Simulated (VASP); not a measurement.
A VASP calculation is set up with these files.

File KPOINTS:
```
Automatic mesh
0
Gamma
2 2 2
0 0 0
```

**INCAR**
```
SYSTEM = Cd(HO)2
PREC = Accurate
ENCUT = 520
EDIFF = 1E-6
NELM = 25
ALGO = VeryFast
LREAL = .FALSE.
LASPH = .TRUE.
ISMEAR = 0
SIGMA = 0.05
GGA = PE
LMAXMIX = 4
LWAVE = .FALSE.
LCHARG = .FALSE.
ISIF = 2
HFSCREEN = 0.2
AEXX = 0.25
LHFCALC = .TRUE.
PRECFOCK = Fast
ISYM = 3
```

POSCAR:
```
Cd(HO)2
1
    3.5155300000     0.0000000000     0.0000000000
   -1.7577650000     3.0445380000     0.0000000000
    0.0000000000     0.0000000000     4.6429800000
Cd H O
1 2 2
Direct
  0.0000000000   0.0000000000   0.0000000000
  0.6666670000   0.3333330000   0.5509600000
  0.3333330000   0.6666670000   0.4490400000
  0.6666670000   0.3333330000   0.7593700000
  0.3333330000   0.6666670000   0.2406300000
```

POTCAR, in this order: Cd H O (PBE.64 set). Program: vasp_std.

### Question
What happens when VASP runs on this input?

### Answer
There is a fault: a hybrid functional was run with ALGO = VeryFast. Convergence was not reached. Against the sound run, the energy per atom (σ→0) rises by 27.066 eV/atom; the pressure falls by 236.77 GPa; the largest force rises by 2.320 eV/Å.

standard output:
```
 POSCAR found type information on POSCAR CdH O
 POSCAR found :  3 types and       5 ions
 Reading from existing POTCAR
 Reading from existing POTCAR
 LDA part: xc-table for (Slater+PW92), standard interpolation
 POSCAR, INCAR and KPOINTS ok, starting setup
 WAVECAR not read
 entering main loop
       N       E                     dE             d eps       ncg     rms          rms(c)
RMM:   1    -0.715032708581E+03   -0.71503E+03   -0.11411E+04    68   0.132E+03
RMM:   2    -0.958882268564E+03   -0.24385E+03   -0.29206E+03    68   0.358E+02
RMM:   3    -0.100492017397E+04   -0.46038E+02   -0.74851E+02    68   0.168E+02
RMM:   4    -0.101715214985E+04   -0.12232E+02   -0.17365E+02    68   0.913E+01
RMM:   5    -0.101505801918E+04    0.20941E+01   -0.53940E+01    68   0.458E+01
RMM:   6    -0.101304795168E+04    0.20101E+01   -0.18201E+01    68   0.257E+01
RMM:   7    -0.101189932187E+04    0.11486E+01   -0.98310E+00    68   0.167E+01
RMM:   8    -0.101146017651E+04    0.43915E+00   -0.79015E+00    68   0.153E+01
RMM:   9    -0.101118503284E+04    0.27514E+00   -0.74644E+00   222   0.136E+01
RMM:  10    -0.101142477302E+04   -0.23974E+00   -0.63129E+00   226   0.113E+01
RMM:  11    -0.101150708474E+04   -0.82312E-01   -0.62166E+00   230   0.111E+01
RMM:  12    -0.101155968073E+04   -0.52596E-01   -0.61574E+00   233   0.109E+01    0.277E+01
RMM:  13     0.111921912714E+03    0.11235E+04   -0.10520E+02   272   0.799E+01    0.127E+01
RMM:  14     0.104551339886E+03   -0.73706E+01   -0.14514E+01   223   0.249E+01    0.287E+00
RMM:  15     0.107186864027E+03    0.26355E+01   -0.73085E+00   220   0.115E+01    0.175E+00
RMM:  16     0.107147102777E+03   -0.39761E-01   -0.66941E+00   240   0.943E+00    0.825E-01
RMM:  17     0.107237333228E+03    0.90230E-01   -0.68376E+00   242   0.973E+00    0.862E-01
RMM:  18     0.107144364077E+03   -0.92969E-01   -0.65979E+00   243   0.918E+00    0.365E-01
RMM:  19     0.107263804570E+03    0.11944E+00   -0.68624E+00   248   0.978E+00    0.609E-01
RMM:  20     0.107128232427E+03   -0.13557E+00   -0.65409E+00   249   0.917E+00    0.338E-01
RMM:  21     0.107278594698E+03    0.15036E+00   -0.68451E+00   247   0.977E+00    0.491E-01
RMM:  22     0.107132235558E+03   -0.14636E+00   -0.65228E+00   252   0.918E+00    0.394E-01
RMM:  23     0.107280352123E+03    0.14812E+00   -0.68409E+00   259   0.982E+00    0.458E-01
RMM:  24     0.107128052227E+03   -0.15230E+00   -0.64986E+00   259   0.918E+00    0.391E-01
RMM:  25     0.107281277604E+03    0.15323E+00   -0.68143E+00   260   0.978E+00

 -----------------------------------------------------------------------------
|                                                                             |
|           W    W    AA    RRRRR   N    N  II  N    N   GGGG   !!!           |
|           W    W   A  A   R    R  NN   N  II  NN   N  G    G  !!!           |
|           W    W  A    A  R    R  N N  N  II  N N  N  G       !!!           |
|           W WW W  AAAAAA  RRRRR   N  N N  II  N  N N  G  GGG   !            |
|           WW  WW  A    A  R   R   N   NN  II  N   NN  G    G                |
|           W    W  A    A  R    R  N    N  II  N    N   GGGG   !!!           |
|                                                                             |
|     The electronic self-consistency was not achieved in the given           |
|     number of steps (NELM). The forces and other quantities evaluated       |
|     might not be reliable so examine the results carefully. If you find     |
|     spurious results, we suggest increasing NELM, if you were close to      |
|     convergence or switching to a different ALGO or adjusting the           |
|     density mixing parameters otherwise.                                    |
|                                                                             |
 -----------------------------------------------------------------------------

   1 F= 0.10728128E+03 E0= 0.10728128E+03  d E =-.472581E-33
```

### OUTCAR
```
------------------------ aborting loop EDIFF was not reached (unconverged)  ----------------------------
  FORCE on cell =-STRESS in cart. coord.  units (eV):
  Direction    XX          YY          ZZ          XY          YZ          ZX
  --------------------------------------------------------------------------------------
  Total      -74.0942166    -74.0942026    -71.0573790      0.0000000     -0.0000000      0.0000000
  in kB    -2388.8334558  -2388.8330042  -2290.9243380      0.0000000     -0.0000000      0.0000000
  external PRESSURE =   -2356.1969327 kB  Pullay stress =       0.0000000 kB
  volume of cell :       49.69
      direct lattice vectors                 reciprocal lattice vectors
     3.515530000  0.000000000  0.000000000     0.284452131  0.164228530  0.000000000
    -1.757765000  3.044538000  0.000000000     0.000000000  0.328457060  0.000000000
     0.000000000  0.000000000  4.642980000     0.000000000  0.000000000  0.215378916
 POSITION                                       TOTAL-FORCE (eV/Angst)
 -----------------------------------------------------------------------------------
      0.00000      0.00000      0.00000         0.000000      0.000000      0.000000
      1.75777      1.01484      2.55810         0.000000      0.000000     -2.618106
     -0.00000      2.02969      2.08488        -0.000000     -0.000000      2.618106
      1.75777      1.01484      3.52574         0.000000      0.000000     -0.590937
     -0.00000      2.02969      1.11724        -0.000000     -0.000000      0.590937
 -----------------------------------------------------------------------------------
    total drift:                               -0.016899     -0.030507     -0.029961
  FREE ENERGIE OF THE ION-ELECTRON SYSTEM (eV)
  ---------------------------------------------------
  free  energy   TOTEN  =       107.2812776039 eV

  energy  without entropy=      107.2812776039  energy(sigma->0) =      107.28127760

  exchange ACFDT corr.  =         0.00000000  see jH, gK, PRB 81, 115126
```
(Selected blocks of OUTCAR.)

To mend it, set ALGO = Normal.

The mended run (HSE06 screened hybrid, plane waves, VASP's PBE PAW potentials (set 64)) converges, and its OSZICAR ends with
```
   1 F= -.28048566E+02 E0= -.28048566E+02  d E =-.785250E-21
```

The structure comes from a computed database's CdH2O2 entry (P-3m1); how it stands against other phases isn't given here. The cell was not relaxed at this level.
